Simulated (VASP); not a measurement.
Input:

```
Ru2SrAs2
1.0
   -2.08740     2.08740     5.70048
    2.08740    -2.08740     5.70048
    2.08740     2.08740    -5.70048
Sr As Ru
1 2 2
Direct
  0.00000   0.00000   0.00000
  0.64322   0.64322   0.00000
  0.35678   0.35678   0.00000
  0.25000   0.75000   0.50000
  0.75000   0.25000   0.50000
```

Method: LDA (Ceperley-Alder, Perdew-Zunger), VASP's LDA PAW potentials (set 64) (plane waves; VASP). Settings: 300 eV cut-off, 6×6×6 Γ-centred mesh, Gaussian smearing of 0.050 eV, potentials Sr_sv As Ru_pv.

At this cut-off the stress carries a Pulay error, which pulls relaxed volumes low.

Task: Which forces act on the atoms, in eV/Å?

Result: 
```json
[
 {"atom": "Sr1", "Fx": "0.000", "Fy": "0.000", "Fz": "0.000"},
 {"atom": "As2", "Fx": "0.000", "Fy": "0.000", "Fz": "0.094"},
 {"atom": "As3", "Fx": "0.000", "Fy": "0.000", "Fz": "-0.094"},
 {"atom": "Ru4", "Fx": "0.000", "Fy": "0.000", "Fz": "0.000"},
 {"atom": "Ru5", "Fx": "0.000", "Fy": "0.000", "Fz": "0.000"}
]
```

Task: Give the stress tensor in GPa (positive for a compressed cell).

Result: 
```
-5.46   0.00   0.00
 0.00  -5.46   0.00
 0.00   0.00  -4.90
```
The pressure is its mean diagonal, -5.27 GPa.

The structure comes from a computed database's Ru2SrAs2 entry (I4/mmm); how it stands against other phases isn't given here. The cell was not relaxed at this level. The k-mesh is coarse (spacing up to 0.35 per Å, 2π included), so the numbers may not be converged in it.
